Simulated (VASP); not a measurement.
Here is a VASP 6.6.1 calculation.

INCAR

```
SYSTEM = Ga11FeAs12
PREC = Accurate
ENCUT = 350
EDIFF = 1E-5
ISMEAR = 0
SIGMA = 0.03
LREAL = Auto
LASPH = .True.
NELM = 120
ALGO = Normal
ISIF = 2
LWAVE = .False.
LCHARG = .False.
ISPIN = 2
MAGMOM = 5 0 0 0 0 0 0 0 0 0 0 0 0 0 0 0 0 0 0 0 0 0 0 0
LORBIT = 11
LMAXMIX = 4
LDAU = .True.
LDAUTYPE = 2
LDAUL = 2 -1 -1
LDAUU = 4 0 0
LDAUJ = 0 0 0
LDAUPRINT = 1
GGA = PS
NBANDS = 128
ISYM = 0
KPAR = 2
```

KPOINTS

```
regular mesh
0
Gamma
  2 2 2
  0 0 0
```

The input POSCAR:

```
Ga11FeAs12                              
1.0
    0.0000000000      8.4805500000      8.4805500000
    5.6537000000      0.0000000000      5.6537000000
    5.6537000000      5.6537000000      0.0000000000
  Fe              Ga              As            
     1    11    12
Direct
     0.9989155494593190    0.0004179494228431    0.9998097073170691
     0.0008262465778369    0.0018972958644902    0.4981564101305614
     0.0009661858364315    0.4993610186229806    0.9987118965822623
     0.0003717522265310    0.4998566107795503    0.4973655002442086
     0.3327051976075243    0.0004983546301826    0.9999840077248778
     0.3327905437617535    0.0023939545922678    0.4973242103052338
     0.3328654708747316    0.5016245441605974    0.9985140476653508
     0.3321572049154635    0.5010784077841905    0.5005205517254623
     0.6679927754667727    0.9993890791268373    0.9991323986488002
     0.6658653733070165    0.0011672814066939    0.5004515718638161
     0.6662217369041304    0.5001249643204700    0.9985200487143225
     0.6663130950488698    0.5013492504935976    0.4982684217756059
     0.0827037680668076    0.1244922559895682    0.1234198940088335
     0.0828444401042882    0.1249177289511597    0.6272241333054446
     0.0829166884680339    0.6282239658182938    0.1221186066300901
     0.0824896694246017    0.6264395685905939    0.6235905635955254
     0.4174183030849784    0.1262295815369969    0.1225014313254678
     0.4157172394008767    0.1259298279376609    0.6248116835353792
     0.4159917192866192    0.6255541505967585    0.1250778910878546
     0.4163000908738654    0.6271852574183325    0.6233859727194861
     0.7515175172938534    0.1245803508874595    0.1246648465467217
     0.7505970070140833    0.1260214736186763    0.6240354958823299
     0.7508183710980317    0.6243497172723674    0.1231477365463069
     0.7501830538975665    0.6258644101774352    0.6232399721190084
```

Potentials or basis: VASP PAW PBE potentials, release 64 (Fe, Ga_d, As).

The run is started by

```console
$ cat potpaw_PBE.64/Fe/POTCAR potpaw_PBE.64/Ga_d/POTCAR potpaw_PBE.64/As/POTCAR > POTCAR
$ mpirun -np 4 vasp_std > vasp.out
```

Problem. Predict the band gap on the k mesh.

Solution. None (metal or under the smearing width).

Problem. What does it give for the site moments?

Solution. Fe +3.52; Ga +0.01, -0.00, +0.00; As +0.03, +0.02, -0.01, +0.01, -0.00 μB.

Eigenvalues of the final occupation matrices:
```csv
site,spin,trace,eigenvalues
site 1 d,1,4.73,0.94 0.95 0.95 0.95 0.95
site 1 d,2,1.32,0.03 0.04 0.22 0.27 0.76
```

Caveat: the k mesh is coarse (spacing up to 0.48 Å⁻¹), so the values aren't converged; the U is typed as a test and isn't derived for this compound. The state reached can hang on the start; a lower one may exist.
